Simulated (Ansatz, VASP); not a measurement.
# Cross-check of Tl2PdF6 between VASP and Ansatz

One calculation is typed for both programs; each brings its own data sets. How far apart do they land? The cell is generated by rule, not measured, and may not be a known phase. The two relaxations start from unlike cells of this crystal (the structure described is Ansatz's start), so only their ends are compared.

Main program and level: Ansatz 0.2.0; plane waves, with VASP 6.6.1 beside it; relaxation of cell and atoms at LDA.

The structure was built from a prototype and need not be the compound's stable phase.

### Step 1. Starting point

Symmetry: Fm-3m, No. 225, cubic system. Conventional cell: a = 8.736 Å, b = 8.736 Å, c = 8.736 Å, α = 90.00°, β = 90.00°, γ = 90.00°. Nearest to Tl lie 12 F at 3.09 Å. Pd has 6 F at 2.11 Å nearest. Nearest to F lie 1 Pd at 2.11 Å. Farther neighbours and most contacts between anions are not listed.

As a file:

```
Tl Pd F
1.0
     0.00000    4.36822    4.36822
     4.36822    0.00000    4.36822
     4.36822    4.36822    0.00000
Tl Pd F
2 1 6
Cartesian
  2.1841 2.1841 2.1841
  6.5523 6.5523 6.5523
  0.0000 0.0000 0.0000
  4.3682 4.3682 2.1100
  4.3682 4.3682 6.6264
  4.3682 2.1100 4.3682
  4.3682 6.6264 4.3682
  2.1100 4.3682 4.3682
  6.6264 4.3682 4.3682
```

### Step 2. VASP: relaxation of cell and atoms, LDA

The relaxed volume is the usual yardstick between codes: in a stiff, nearly cubic crystal its relative difference is about their pressure difference at one cell divided by the bulk modulus.

Lines of VASP's logs that name or quote its potential files are left out, and so is its time.

INCAR

```
SYSTEM = Tl2PdF6
PREC = Accurate
ENCUT = 600
EDIFF = 1E-07
NELM = 120
ISMEAR = -1
SIGMA = 0.02
LREAL = .FALSE.
ALGO = Normal
GGA = CA
NBANDS = 48
LASPH = .TRUE.
LORBIT = 11
LWAVE = .FALSE.
LCHARG = .FALSE.
ISIF = 3
IBRION = 2
NSW = 80
EDIFFG = -0.005
GGA_COMPAT = .FALSE.
NELMIN = 4
EFERMI = MIDGAP
KPAR = 2
```

POSCAR

```
Tl2PdF6
1.0
    0.0000000000      4.1160822104      4.1160822104
    4.1160822104      0.0000000000      4.1160822104
    4.1160822104      4.1160822104      0.0000000000
Tl Pd F
2 1 6
Direct
    0.2499999428      0.2499999428      0.2499999428
    0.7499999428      0.7499999428      0.7499999428
    0.0000000000      0.0000000000      0.0000000000
    0.2311573775      0.2311573775      0.7688426225
    0.7688426225      0.7688426225      0.2311573775
    0.2311573775      0.7688426225      0.2311573775
    0.7688426225      0.2311573775      0.7688426225
    0.7688426225      0.2311573775      0.2311573775
    0.2311573775      0.7688426225      0.7688426225
```

KPOINTS

```
Automatic mesh
0
Gamma
4 4 4
0 0 0
```

The projector-augmented-wave data sets are Tl_d, Pd and F (LDA family, release 64).

Run with:

```sh
$ mpirun -np 2 vasp_std
```

Numbers of over 12 decimals in the logs are rounded to 6 here.

What it wrote:

```text
[banner, memory and clock lines left out]
running    2 mpi-ranks, on    1 nodes
 distrk:  each k-point on    1 cores,    2 groups
 distr:  one band on    1 cores,    1 groups

 POSCAR found type information on POSCAR TlPdF
 POSCAR found :  3 types and       9 ions
 LDA part: xc-table for (Slater(with rela. corr.)+CA(PZ))
 , standard interpolation
 POSCAR, INCAR and KPOINTS ok, starting setup
 FFT: planning ... GRIDC
 FFT: planning ... GRID_SOFT
 FFT: planning ... GRID
 WAVECAR not read
 entering main loop
       N       E                     dE             d eps       ncg     rms          rms(c)
DAV:   1     0.637802790579E+03    0.63780E+03   -0.47354E+04   768   0.176E+03
DAV:   2    -0.705479394830E+01   -0.64486E+03   -0.61220E+03   864   0.417E+02
DAV:   3    -0.476244990923E+02   -0.40570E+02   -0.40255E+02   864   0.102E+02
DAV:   4    -0.480445379619E+02   -0.42004E+00   -0.41997E+00   808   0.111E+01
DAV:   5    -0.480499053292E+02   -0.53674E-02   -0.53672E-02   912   0.121E+00    0.332E+01
DAV:   6    -0.416999617938E+02    0.63499E+01   -0.32879E+01   848   0.394E+01    0.203E+01
DAV:   7    -0.405907997414E+02    0.11092E+01   -0.57753E+00   816   0.204E+01    0.115E+01
DAV:   8    -0.404189416430E+02    0.17186E+00   -0.66250E-01   864   0.633E+00    0.246E+00
DAV:   9    -0.404118994563E+02    0.70422E-02   -0.64823E-02   840   0.151E+00    0.670E-01
DAV:  10    -0.404101134833E+02    0.17860E-02   -0.52272E-03   848   0.453E-01    0.213E-01
DAV:  11    -0.404096967515E+02    0.41673E-03   -0.13825E-03   880   0.273E-01    0.713E-02
DAV:  12    -0.404097227600E+02   -0.26008E-04   -0.27771E-04   792   0.101E-01    0.222E-02
DAV:  13    -0.404097194674E+02    0.32926E-05   -0.90405E-06   888   0.245E-02    0.977E-03
DAV:  14    -0.404097192120E+02    0.25540E-06   -0.16979E-06   824   0.715E-03    0.231E-03
DAV:  15    -0.404097192011E+02    0.10908E-07   -0.10730E-07   528   0.196E-03
   1 F= -.40409719E+02 E0= -.40409719E+02  d E =-.404097E+02
 curvature:   0.00 expect dE= 0.000E+00 dE for cont linesearch  0.000E+00
 trial: gam= 0.00000 g(F)=  0.107E-04 g(S)=  0.166E-04 ort = 0.000E+00 (trialstep = 0.100E+01)
 search vector abs. value=  0.274E-04
 bond charge predicted
       N       E                     dE             d eps       ncg     rms          rms(c)
DAV:   1    -0.404099147591E+02   -0.19555E-03   -0.79701E-03   864   0.543E-01    0.120E-01
DAV:   2    -0.404097386117E+02    0.17615E-03   -0.58416E-04   824   0.133E-01    0.567E-02
DAV:   3    -0.404097223708E+02    0.16241E-04   -0.54987E-05   864   0.498E-02    0.295E-02
DAV:   4    -0.404097208070E+02    0.15638E-05   -0.53046E-06   840   0.207E-02    0.128E-02
DAV:   5    -0.404097203875E+02    0.41954E-06   -0.11966E-06   800   0.948E-03    0.343E-03
DAV:   6    -0.404097203690E+02    0.18505E-07   -0.25919E-07   632   0.328E-03
   2 F= -.40409720E+02 E0= -.40409720E+02  d E =-.116788E-05
 trial-energy change:   -0.000001  1 .order    0.000001   -0.000027    0.000029
 step:   0.5385(harm=  0.4843)  dis= 0.00016  next Energy=   -40.409727 (dE=-0.769E-05)
 bond charge predicted
       N       E                     dE             d eps       ncg     rms          rms(c)
DAV:   1    -0.404097684230E+02   -0.48036E-04   -0.16934E-03   864   0.251E-01    0.557E-02
DAV:   2    -0.404097307450E+02    0.37678E-04   -0.12503E-04   824   0.617E-02    0.262E-02
DAV:   3    -0.404097272995E+02    0.34455E-05   -0.11647E-05   864   0.231E-02    0.136E-02
DAV:   4    -0.404097269648E+02    0.33477E-06   -0.11444E-06   856   0.960E-03    0.595E-03
DAV:   5    -0.404097268733E+02    0.91494E-07   -0.25658E-07   656   0.438E-03
   3 F= -.40409727E+02 E0= -.40409727E+02  d E =-.767217E-05
 curvature:  -0.24 expect dE=-0.966E-07 dE for cont linesearch -0.738E-07
 trial: gam= 0.00000 g(F)=  0.346E-06 g(S)=  0.574E-07 ort =-0.290E-05 (trialstep = 0.908E+00)
 search vector abs. value=  0.404E-06
 reached required accuracy - stopping structural energy minimisation
```

OUTCAR, selected parts (step 2):

```text
ion  position               nearest neighbor table
   1  0.250  0.250  0.250-   4 2.91   6 2.91   8 2.91   9 2.91   7 2.91   9 2.91   5 2.91   7 2.91
                             5 2.91   4 2.91   6 2.91   8 2.91   3 3.56   3 3.56   3 3.56   3 3.56
   2  0.750  0.750  0.750-   5 2.91   7 2.91   9 2.91   4 2.91   6 2.91   8 2.91   4 2.91   6 2.91
                             8 2.91   5 2.91   7 2.91   9 2.91   3 3.56   3 3.56   3 3.56   3 3.56
   3  0.000  0.000  0.000-   4 1.90   5 1.90   6 1.90   7 1.90   8 1.90   9 1.90   1 3.56   2 3.56
                             2 3.56   2 3.56   1 3.56   1 3.56   1 3.56   2 3.56
   4  0.231  0.231  0.769-   3 1.90   1 2.91   2 2.91   2 2.91   1 2.91
   5  0.769  0.769  0.231-   3 1.90   2 2.91   1 2.91   1 2.91   2 2.91
   6  0.231  0.769  0.231-   3 1.90   1 2.91   2 2.91   2 2.91   1 2.91
   7  0.769  0.231  0.769-   3 1.90   2 2.91   1 2.91   1 2.91   2 2.91
   8  0.769  0.231  0.231-   3 1.90   1 2.91   2 2.91   2 2.91   1 2.91
   9  0.231  0.769  0.769-   3 1.90   2 2.91   1 2.91   1 2.91   2 2.91

  LATTYP: Found a face centered cubic cell.
 ALAT       =     8.2321644208

 Subroutine GETGRP returns: Found 48 space group operations
 (whereof 48 operations were pure point group operations)

The static configuration has the point symmetry O_h .

 Found      8 irreducible k-points:

   k-points           NKPTS =      8   k-points in BZ     NKDIM =      8   number of bands    NBANDS=     48

   dimension x,y,z NGX =    48 NGY =   48 NGZ =   48
   dimension x,y,z NGXF=    96 NGYF=   96 NGZF=   96

   ENCUT  =  600.0 eV  44.10 Ry    6.64 a.u.  11.63 11.63 11.63*2*pi/ulx,y,z

   NELECT =      78.0000    total number of electrons

 k-points in reciprocal lattice and weights: Automatic mesh
   0.00000000  0.00000000  0.00000000       0.016
   0.25000000  0.00000000  0.00000000       0.125
   0.50000000  0.00000000  0.00000000       0.062
   0.25000000  0.25000000  0.00000000       0.094
   0.50000000  0.25000000  0.00000000       0.375
  -0.25000000  0.25000000  0.00000000       0.188
   0.50000000  0.50000000  0.00000000       0.047
  -0.25000000  0.50000000  0.25000000       0.094

 average (electrostatic) potential at core
       1 -85.2273       2 -85.2273       3 -81.1810       4 -76.6964       5 -76.6964
       6 -76.6964       7 -76.6964       8 -76.6964       9 -76.6964

 E-fermi :   2.0569

 k-point     1 :       0.0000    0.0000    0.0000
  band No.  band energies     occupation
    ...
     35      -0.8664      2.00000
     36      -0.3119      2.00000
     37      -0.0192      2.00000
     38      -0.0192      2.00000
     39      -0.0192      2.00000
     40       3.1855      0.00000
     41       3.1855      0.00000
     42       8.1599      0.00000
     43       8.1599      0.00000
     44       8.1599      0.00000
    ...

 k-point     2 :       0.2500    0.0000    0.0000
  band No.  band energies     occupation
    ...
     35      -0.8494      2.00000
     36      -0.0609      2.00000
     37       0.1377      2.00000
     38       0.1377      2.00000
     39       0.7371      2.00000
     40       3.1117      0.00000
     41       3.1117      0.00000
     42       7.4867      0.00000
     43       8.0866      0.00000
     44       8.0866      0.00000
    ...

 k-point     3 :       0.5000    0.0000    0.0000
  band No.  band energies     occupation
    ...
     35      -0.9505      2.00000
     36       0.2707      2.00000
     37       0.2707      2.00000
     38       0.7991      2.00000
     39       1.2035      2.00000
     40       3.0396      0.00000
     41       3.0396      0.00000
     42       7.1450      0.00000
     43       7.2042      0.00000
     44       8.2643      0.00000
    ...

  Total       -0.0018899     -0.0018899     -0.0018899      0.0000000     -0.0000000     -0.0000000
  in kB       -0.0217046     -0.0217046     -0.0217046      0.0000000     -0.0000000     -0.0000000
  external PRESSURE =      -0.0217046 kB  Pullay stress =       0.0000000 kB

  energy-cutoff  :      600.00
  volume of cell :      139.51
      direct lattice vectors                 reciprocal lattice vectors
     0.000000000  4.116464380  4.116464380    -0.121463458  0.121463458  0.121463458
     4.116464380 -0.000000000  4.116464380     0.121463458 -0.121463458  0.121463458
     4.116464380  4.116464380  0.000000000     0.121463458  0.121463458 -0.121463458

 POSITION                                       TOTAL-FORCE (eV/Angst)
 -----------------------------------------------------------------------------------
      2.05823      2.05823      2.05823         0.000000     -0.000000     -0.000000
      6.17470      6.17470      6.17470         0.000000      0.000000     -0.000000
      0.00000      0.00000      0.00000         0.000000      0.000000     -0.000000
      4.11646      4.11646      1.90326         0.000000      0.000000     -0.001093
      4.11646      4.11646      6.32967         0.000000      0.000000      0.001093
      4.11646      1.90326      4.11646         0.000000     -0.001093     -0.000000
      4.11646      6.32967      4.11646         0.000000      0.001093     -0.000000
      1.90326      4.11646      4.11646        -0.001093      0.000000     -0.000000
      6.32967      4.11646      4.11646         0.001093      0.000000     -0.000000
 -----------------------------------------------------------------------------------
    total drift:                                0.000561      0.000561      0.000561

  FREE ENERGIE OF THE ION-ELECTRON SYSTEM (eV)
  ---------------------------------------------------
  free  energy   TOTEN  =       -40.4097268733 eV

  energy  without entropy=      -40.4097268733  energy(sigma->0) =      -40.40972687

 reached required accuracy - stopping structural energy minimisation

 total charge
# of ion       s       p       d       tot
------------------------------------------
    1        1.336   0.088   9.671  11.094
    2        1.336   0.088   9.671  11.094
    3        0.516   0.942   8.212   9.670
    4        1.734   4.276   0.000   6.009
    5        1.734   4.276   0.000   6.009
    6        1.734   4.276   0.000   6.009
    7        1.734   4.276   0.000   6.009
    8        1.734   4.276   0.000   6.009
    9        1.734   4.276   0.000   6.009
--------------------------------------------------
tot         13.590  26.771  27.554  67.915

[... 3 further parts left out ...]
```

(Part 1 of 2 ends here.)

[Lines on the potential files, build, host, timing and source positions are cut from VASP's logs without a mark.]

[Logs are printed without paths, hosts, clocks, repeated set-up lines and the standing remarks that a program may print on its own settings, such as how far it seeks lower states.]

[Hosts, paths, dates, database ids (printed as entryN), source tags and the programs' standing remarks are cut or masked in the printed files.]
